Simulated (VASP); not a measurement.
These are r2SCAN meta-GGA, VASP's PBE PAW potentials (set 64) (plane waves; VASP) values and carry that method's errors.

Input for VASP

INCAR:
```
! general
SYSTEM   =  Tm
PREC     =  Accurate
ENCUT    =  400
LREAL    =  F
LASPH    =  T

! electronic loop
EDIFF    =  1E-6
NELM     =  100
ALGO     =  Normal
LMAXMIX  =  6
LMIXTAU  =  T

! smearing
ISMEAR   =  1
SIGMA    =  0.1

! functional
METAGGA  =  R2SCAN

! ions
IBRION   =  2
NSW      =  60
ISIF     =  3
EDIFFG   =  -0.01

! output
LWAVE    =  F
LCHARG   =  F
```

File KPOINTS:
```
Automatic mesh
0
Gamma
11 11 6
0 0 0
```

### POSCAR
```
Tm
1
    1.7700000000    -3.0657300000     0.0000000000
    1.7700000000     3.0657300000     0.0000000000
    0.0000000000     0.0000000000     5.5500000000
Tm
2
Direct
  0.3333330000   0.6666670000   0.2500000000
  0.6666670000   0.3333330000   0.7500000000
```

POTCAR, in this order: Tm_3 (PBE.64 set). Program: vasp_std.

The run wrote:

**OSZICAR**
```
       N       E                     dE             d eps       ncg     rms          rms(c)
DAV:   1    -0.774509829530E+01   -0.77451E+01   -0.78911E+03  1680   0.114E+03
DAV:   2    -0.677410071471E+02   -0.59996E+02   -0.59090E+02  1684   0.354E+02
DAV:   3    -0.717141395101E+02   -0.39731E+01   -0.36883E+01  2677   0.560E+01
DAV:   4    -0.718327003453E+02   -0.11856E+00   -0.11428E+00  2584   0.795E+00
DAV:   5    -0.718343708033E+02   -0.16705E-02   -0.16701E-02  2344   0.886E-01    0.281E+01
DAV:   6    -0.704426975282E+02    0.13917E+01   -0.43136E-01  1919   0.909E+00    0.152E+01
DAV:   7    -0.690835742900E+02    0.13591E+01   -0.50241E-01  2549   0.753E+00    0.106E+00
DAV:   8    -0.703468141069E+02   -0.12632E+01   -0.48959E-01  2309   0.634E+00    0.286E+00
DAV:   9    -0.702406240269E+02    0.10619E+00   -0.65520E-02  1829   0.317E+00    0.766E-01
DAV:  10    -0.702398030232E+02    0.82100E-03   -0.18853E-03  2632   0.548E-01    0.780E-01
DAV:  11    -0.702517974459E+02   -0.11994E-01   -0.19211E-03  1754   0.471E-01    0.933E-01
DAV:  12    -0.702166764484E+02    0.35121E-01   -0.21857E-03  1734   0.454E-01    0.959E-01
DAV:  13    -0.702251016727E+02   -0.84252E-02   -0.92736E-03  1977   0.120E+00    0.459E-01
DAV:  14    -0.702322157489E+02   -0.71141E-02   -0.86182E-03  1724   0.106E+00    0.463E-01
DAV:  15    -0.702326157826E+02   -0.40003E-03   -0.39209E-04  2671   0.231E-01    0.464E-01
DAV:  16    -0.702326215498E+02   -0.57672E-05   -0.75564E-05  1919   0.648E-02    0.426E-01
DAV:  17    -0.702331652162E+02   -0.54367E-03   -0.19503E-03  1774   0.365E-01    0.200E-01
DAV:  18    -0.702331927329E+02   -0.27517E-04   -0.68007E-05  2088   0.101E-01    0.199E-01
DAV:  19    -0.702332042674E+02   -0.11535E-04   -0.31324E-06  1810   0.150E-02    0.190E-01
DAV:  20    -0.702334373220E+02   -0.23305E-03   -0.42278E-05  2367   0.677E-02    0.149E-01
DAV:  21    -0.702335046466E+02   -0.67325E-04   -0.69644E-05  1897   0.785E-02    0.780E-02
DAV:  22    -0.702335210015E+02   -0.16355E-04   -0.32094E-05  2362   0.561E-02    0.645E-02
DAV:  23    -0.702335238792E+02   -0.28777E-05   -0.14522E-05  2409   0.346E-02    0.348E-02
DAV:  24    -0.702335390590E+02   -0.15180E-04   -0.70062E-06  2117   0.248E-02    0.202E-02
DAV:  25    -0.702335312479E+02    0.78111E-05   -0.11949E-05  2391   0.342E-02    0.122E-02
DAV:  26    -0.702335407170E+02   -0.94690E-05   -0.14632E-06   996   0.124E-02    0.783E-03
DAV:  27    -0.702335382518E+02    0.24652E-05   -0.26167E-07   872   0.781E-03    0.564E-03
DAV:  28    -0.702335393928E+02   -0.11410E-05   -0.21929E-07   862   0.643E-03    0.208E-03
DAV:  29    -0.702335402190E+02   -0.82621E-06   -0.42551E-08   862   0.434E-03
   1 F= -.70233540E+02 E0= -.70234493E+02  d E =-.702335E+02
       N       E                     dE             d eps       ncg     rms          rms(c)
DAV:   1    -0.702387313164E+02   -0.51919E-02   -0.15507E-01  2232   0.389E+00    0.507E-01
DAV:   2    -0.702356568677E+02    0.30744E-02   -0.85798E-03  2312   0.109E+00    0.195E-01
DAV:   3    -0.702346199733E+02    0.10369E-02   -0.14750E-03  2539   0.443E-01    0.832E-02
DAV:   4    -0.702344452267E+02    0.17475E-03   -0.67667E-04  2683   0.259E-01    0.508E-02
DAV:   5    -0.702344816519E+02   -0.36425E-04   -0.92095E-05  1857   0.885E-02    0.224E-02
DAV:   6    -0.702345053831E+02   -0.23731E-04   -0.30786E-05  1795   0.552E-02    0.547E-03
DAV:   7    -0.702345004823E+02    0.49007E-05   -0.11652E-05  1674   0.341E-02    0.213E-03
DAV:   8    -0.702345013983E+02   -0.91596E-06   -0.36267E-07  1012   0.637E-03
   2 F= -.70234501E+02 E0= -.70235329E+02  d E =-.961179E-03
       N       E                     dE             d eps       ncg     rms          rms(c)
DAV:   1    -0.702345195527E+02   -0.19070E-04   -0.71393E-04  2234   0.264E-01    0.344E-02
DAV:   2    -0.702345000148E+02    0.19538E-04   -0.39632E-05  2312   0.740E-02    0.133E-02
DAV:   3    -0.702344898568E+02    0.10158E-04   -0.66269E-06  2448   0.297E-02    0.568E-03
DAV:   4    -0.702344903293E+02   -0.47250E-06   -0.29834E-06  1857   0.180E-02
   3 F= -.70234490E+02 E0= -.70235306E+02  d E =-.950110E-03
       N       E                     dE             d eps       ncg     rms          rms(c)
DAV:   1    -0.702344951855E+02   -0.53287E-05   -0.15349E-04  2250   0.122E-01    0.157E-02
DAV:   2    -0.702344976643E+02   -0.24788E-05   -0.81796E-06  2192   0.333E-02    0.610E-03
DAV:   3    -0.702344976740E+02   -0.96609E-08   -0.13310E-06  1190   0.148E-02
   4 F= -.70234498E+02 E0= -.70235319E+02  d E =-.957455E-03
       N       E                     dE             d eps       ncg     rms          rms(c)
DAV:   1    -0.702349514593E+02   -0.45380E-03   -0.13027E-02  2016   0.124E+00    0.152E-01
DAV:   2    -0.702347423929E+02    0.20907E-03   -0.10357E-03  2043   0.404E-01    0.633E-02
DAV:   3    -0.702346473620E+02    0.95031E-04   -0.16932E-04  2480   0.150E-01    0.274E-02
DAV:   4    -0.702346199699E+02    0.27392E-04   -0.58743E-05  2502   0.814E-02    0.161E-02
DAV:   5    -0.702346192730E+02    0.69685E-06   -0.63601E-06  1709   0.255E-02
   5 F= -.70234619E+02 E0= -.70235377E+02  d E =-.121599E-03
```

OUTCAR:
```
------------------------ aborting loop because EDIFF is reached ----------------------------------------
  FORCE on cell =-STRESS in cart. coord.  units (eV):
  Direction    XX          YY          ZZ          XY          YZ          ZX
  --------------------------------------------------------------------------------------
  Total        0.0016615      0.0016615     -0.0013430      0.0000000     -0.0000000     -0.0000000
  in kB        0.0440076      0.0440076     -0.0355716      0.0000000     -0.0000000     -0.0000000
  external PRESSURE =       0.0174812 kB  Pullay stress =       0.0000000 kB
  volume of cell :       60.49
      direct lattice vectors                 reciprocal lattice vectors
     1.778214890 -3.079958608  0.000000000     0.281180864 -0.162339844  0.000000000
     1.778214890  3.079958608  0.000000000     0.281180864  0.162339844 -0.000000000
     0.000000000  0.000000000  5.522268451    -0.000000000  0.000000000  0.181085003
 POSITION                                       TOTAL-FORCE (eV/Angst)
 -----------------------------------------------------------------------------------
      1.77821      1.02665      1.38057         0.000000     -0.000000      0.000000
      1.77821     -1.02665      4.14170        -0.000000      0.000000      0.000000
 -----------------------------------------------------------------------------------
    total drift:                               -0.000001      0.000071     -0.000011
  FREE ENERGIE OF THE ION-ELECTRON SYSTEM (eV)
  ---------------------------------------------------
  free  energy   TOTEN  =       -70.2346192730 eV

  energy  without entropy=      -70.2368915777  energy(sigma->0) =      -70.23537671

 reached required accuracy - stopping structural energy minimisation
```
(Selected blocks of OUTCAR.)

File CONTCAR:
```
Tm
   1.00000000000000
     1.7782148902280666   -3.0799586082355606    0.0000000000000000
     1.7782148902280666    3.0799586082355606    0.0000000000000000
     0.0000000000000000    0.0000000000000000    5.5222684506431552
  Tm
     2
Direct
     0.3333330000000032    0.6666669999999968    0.2500000000000000
     0.6666669999999968    0.3333330000000032    0.7500000000000000
```

OUTCAR:
```
 val. band max:        2.8034561069   @ k =   0.4545   0.0000   0.3333

 cond. band min:       2.8154784883   @ k =   0.1818   0.1818   0.0000


 Fermi energy:         2.8088695169

 k-point     1 :       0.0000    0.0000    0.0000
  band No.  band energies     occupation
      1     -23.8702      2.00000
      2     -23.3808      2.00000
      3     -23.3808      2.00000
      4     -23.2852      2.00000
      5     -23.2852      2.00000
      6     -23.2456      2.00000
      7      -3.1109      2.00000
      8       0.5144      2.00000
      9       3.6019     -0.00000
     10       5.0741      0.00000
     11       5.0741      0.00000
     12       5.5966      0.00000
     13       5.8722      0.00000

 k-point     2 :       0.0909    0.0000    0.0000
  band No.  band energies     occupation
      1     -23.8551      2.00000
      2     -23.4100      2.00000
      3     -23.3910      2.00000
      4     -23.3162      2.00000
      5     -23.2887      2.00000
      6     -23.2530      2.00000
      7      -2.9092      2.00000
      8       0.7088      2.00000
      9       3.4392     -0.00000
     10       4.5832     -0.00000
     11       5.2647      0.00000
     12       5.6083      0.00000
     13       5.9416      0.00000

 k-point     3 :       0.1818    0.0000    0.0000
  band No.  band energies     occupation
      1     -23.8121      2.00000
      2     -23.4887      2.00000
      3     -23.4174      2.00000
      4     -23.3969      2.00000
      5     -23.2992      2.00000
      6     -23.2753      2.00000
      7      -2.3320      2.00000
      8       1.2234      2.00000
      9       3.0370     -0.00582
     10       3.8211     -0.00000
     11       5.0649      0.00000
     12       5.5500      0.00000
     13       5.7206      0.00000

 k-point     4 :       0.2727    0.0000    0.0000
  band No.  band energies     occupation
      1     -23.7484      2.00000
      2     -23.5928      2.00000
      3     -23.4978      2.00000
...
```

The 4f electrons are frozen in the core of the lanthanide potential, so 4f levels, which can set the real gap, and their magnetism are missing.

The compound is Tm in the hcp structure. This run relaxes it. Symmetry was kept, so distortions that lower it aren't found.
